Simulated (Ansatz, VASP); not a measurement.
# One calculation of CaCuH2, two programs

```xyz
4
Lattice="1.9452 1.1231 4.3574 -1.9452 1.1231 4.3574 0.0000 -2.2462 4.3574" Properties=species:S:1:pos:R:3 pbc="T T T"
Ca    0.0000    0.0000    6.5361
Cu    0.0000    0.0000    0.0000
H     0.0000    0.0000   11.5271
H     0.0000    0.0000    1.5450
```

The cell was built by a generator and needn't be a form met in nature.

Alike in both runs: task relaxation of cell and atoms; functional PBE; k mesh 6 × 6 × 6; occupations fermi-dirac, width 0.05 eV; no spin polarisation.

|  | VASP | Ansatz |
| --- | --- | --- |
| version | VASP 6.6.1 | Ansatz 0.2.0 |
| potentials or method | VASP PAW PBE potentials, release 64 (Ca_sv, Cu, H) | Ansatz PAW |
| plane-wave cutoff (eV) | 600 | 420 |
| valence electrons in the cell | 23 | 31 |

```tsv
	VASP	Ansatz	Ansatz less VASP
gap on the k mesh at the Fermi level, each at its own relaxed structure (eV)	none	none	-
relaxed volume (Å³/atom)	14.35	14.27	-0.079
relaxed cell length with the largest relative difference (Å)	4.902	4.892	-0.0107
```

A gap of «none» marks a metal or a gap that the smearing closes. The two sets of potentials don't hold the same shells in valence.

Caveats: the plane-wave basis is chosen anew once the cell has moved, so the energies of steps on either side of that aren't comparable (Ansatz).
